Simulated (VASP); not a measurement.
A convergence study with VASP on TiB2 (space group P1): one setting is varied, all else stays as given below, so the limit is that of these other settings.

```
CELL_PARAMETERS angstrom
      1.51500    -2.62406     0.00000
      1.51500     2.62406     0.00000
      0.00000     0.00000     3.23000
ATOMIC_POSITIONS crystal
  Ti 0.99067 0.99826 0.00354
  B  0.33601 0.65392 0.47902
  B  0.67331 0.34782 0.51745
```

Level of theory: PBE GGA, VASP's PBE PAW potentials (set 64) (plane waves; VASP). The tightest run used: 700 eV cut-off, 16×16×14 Γ-centred mesh, tetrahedra with Blöchl corrections, potentials Ti_sv B.

### Question
The settings run are 3×3×3 mesh; 4×4×3 mesh; 5×5×4 mesh; 6×6×5 mesh; 7×7×6 mesh; 8×8×7 mesh; 9×9×8 mesh; 10×10×8 mesh; 11×11×9 mesh; 12×12×10 mesh; 13×13×11 mesh; 14×14×12 mesh; 15×15×13 mesh; 16×16×14 mesh. From which on does the energy per atom stay within 0.005 eV/atom of the tightest run?

### Answer
From 7×7×6 mesh on: it is off by 0.0017 there and by no more than 0.005 in any finer run, while 6×6×5 mesh is off by 0.0113.
```
setting        E (eV/atom)  pressure (GPa)  largest force (eV/Å)  irreducible k-points  difference judged (eV/atom)
-------------  -----------  --------------  --------------------  --------------------  ---------------------------
3×3×3 mesh         -8.1349            0.16                 1.401                    14                       0.0254
4×4×3 mesh         -8.1022            1.48                 1.342                    26                       0.0074
5×5×4 mesh         -8.1019            1.44                 1.487                    51                       0.0076
6×6×5 mesh         -8.0982            1.47                 1.465                    92                       0.0113
7×7×6 mesh         -8.1079            1.29                 1.503                   148                       0.0017
8×8×7 mesh         -8.1105            1.24                 1.530                   226                       0.0010
9×9×8 mesh         -8.1091            1.28                 1.499                   325                       0.0005
10×10×8 mesh       -8.1087            1.31                 1.483                   404                       0.0009
11×11×9 mesh       -8.1089            1.28                 1.501                   545                       0.0007
12×12×10 mesh      -8.1094            1.26                 1.504                   724                       0.0002
13×13×11 mesh      -8.1096            1.26                 1.505                   930                       0.0000
14×14×12 mesh      -8.1096            1.26                 1.506                  1180                       0.0000
15×15×13 mesh      -8.1095            1.26                 1.505                  1463                       0.0001
16×16×14 mesh      -8.1096            1.26                 1.507                  1796                       0.0000
```

Left out are rungs that failed or repeat a setting and relaxations that didn't move; long series are thinned to 24 rows.

The structure was generated: TiB2 was put into an ordered model structure, which need not be its known phase. The cell was not relaxed at this level, it is distorted from the ideal structure.
